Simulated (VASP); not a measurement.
Consider the following.

```yaml
crystal:
  lattice:
    - [4.42473, 0.00000, 0.00000]
    - [0.00000, 4.42473, 0.00000]
    - [0.00000, 0.00000, 7.27827]
  atoms:
    - { symbol: Ba, position: [0.00000, 0.50000, 0.80648] }
    - { symbol: Ba, position: [0.50000, 0.00000, 0.19352] }
    - { symbol: Br, position: [0.50000, 0.00000, 0.64919] }
    - { symbol: Br, position: [0.00000, 0.50000, 0.35081] }
    - { symbol: F, position: [0.50000, 0.50000, 0.00000] }
    - { symbol: F, position: [0.00000, 0.00000, 0.00000] }
```

Level of theory: LDA (Ceperley-Alder, Perdew-Zunger), VASP's LDA PAW potentials (set 64) (plane waves; VASP). Run with 520 eV cut-off, Gaussian smearing of 0.050 eV, potentials Ba_sv Br F.

Unless said otherwise, spin-orbit coupling is left out, though it shifts the bands of the heavy elements here.

Question: Give the energies of bands 14 to 27 at the high-symmetry points, in eV from the valence-band maximum.

Answer: 
| band | Γ | X | M | Z | R | A |
|---|---|---|---|---|---|---|
| 14 | -3.13 | -2.99 | -3.00 | -3.14 | -2.97 | -3.25 |
| 15 | -3.00 | -2.83 | -2.53 | -2.98 | -2.86 | -2.53 |
| 16 | -3.00 | -2.83 | -2.53 | -2.98 | -2.86 | -2.53 |
| 17 | -2.49 | -2.71 | -2.40 | -2.55 | -2.82 | -2.40 |
| 18 | -2.49 | -2.71 | -2.40 | -2.55 | -2.82 | -2.40 |
| 19 | -1.40 | -1.29 | -1.68 | -1.23 | -1.44 | -1.70 |
| 20 | -0.91 | -1.29 | -1.68 | -0.79 | -1.44 | -1.70 |
| 21 | -0.91 | -0.81 | -0.78 | -0.79 | -0.76 | -0.69 |
| 22 | -0.05 | -0.81 | -0.78 | -0.67 | -0.76 | -0.69 |
| 23 | 0.00 | -0.40 | -0.35 | -0.08 | -0.37 | -0.34 |
| 24 | 0.00 | -0.40 | -0.35 | -0.08 | -0.37 | -0.34 |
| 25 | 4.54 | 5.76 | 6.25 | 5.25 | 6.02 | 6.90 |
| 26 | 5.35 | 5.76 | 6.25 | 5.35 | 6.02 | 6.90 |
| 27 | 6.00 | 6.30 | 6.80 | 6.35 | 7.18 | 7.21 |

The gap is direct, 4.54 eV, from the valence maximum at Γ to the conduction minimum at Γ.

The structure comes from a computed database's BaBrF entry (P4/nmm); how it stands against other phases isn't given here. It was relaxed first, which changed the volume by -8 %.
